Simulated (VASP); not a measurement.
## PdIn: stress against strain

PdIn (CsCl type, Pm-3m, 17.133 Å³/atom and stress up to 0.01 GPa in the relaxed cell, cube axes along x, y and z) under a strain ε along a cube axis (axis z), the other axes held. PBEsol in VASP (plane waves, PAW), 480 eV, 14×14×14 Γ-centred mesh, Methfessel-Paxton smearing 0.10 eV; ions are relaxed, or left where forces stay under 0.02 eV/Å, within the symmetry of each cell. Stress is positive for a compressed cell.

Here s stands for strain and y for stress zz.

| strain (%) | stress zz (GPa) |
|---|---|
| -3.00 | ? |
| -1.50 | 2.32 |
| -1.00 | 1.46 |
| -0.50 | 0.69 |
| 0.00 | -0.01 |
| 0.50 | -0.69 |
| 1.00 | -1.40 |
| 1.50 | -2.14 |

Fit y of the 7 rows that show it with a straight line. Means: s 0, y 0.033. About the means, the sum of products is -10.240 and the sum of squares of s is 7.0000; the slope is their ratio. Least squares gives y = 0.033 - 1.4629·s. Residuals (row less fit): 0.093, -0.036, -0.074, -0.043, 0.008, 0.030, 0.021; standard error 0.061 (degrees of freedom: 5). The slope gives the elastic constant C11 = about 150 GPa.

### Question
Predict the withheld y at s = -3.00 from the fit, and compare with the calculation.

### Answer
y = 0.033 - 1.4629 × (-3.0) = 4.422 GPa. The calculation gives 5.52 GPa, 1.098 GPa above the prediction (14.3 % of the range of y in the table). The row lies outside the fitted rows, so this is an extrapolation. From the scatter of the fitted rows alone, a prediction at this place has a standard error of 0.095 GPa, so the miss is 11.6 times that.

A polynomial of degree 2 through the 12 other runs of the series gives 5.16 there. In a metal these values are sensitive to mesh and smearing; energies are taken to zero smearing, stresses follow the free energy. The runs aren't spin-polarised. For PdIn: the electron count is odd and the run is not spin-polarised, which forces a metal. Rows are the converged runs of the series near zero and its far end, less any whose ions stayed unrelaxed beside relaxed ones; series whose fitted rows scatter by over a few per cent of the range, as at a crossing or softening among them, aren't shown in this form. Most that stay on the fit to the last digits aren't either.
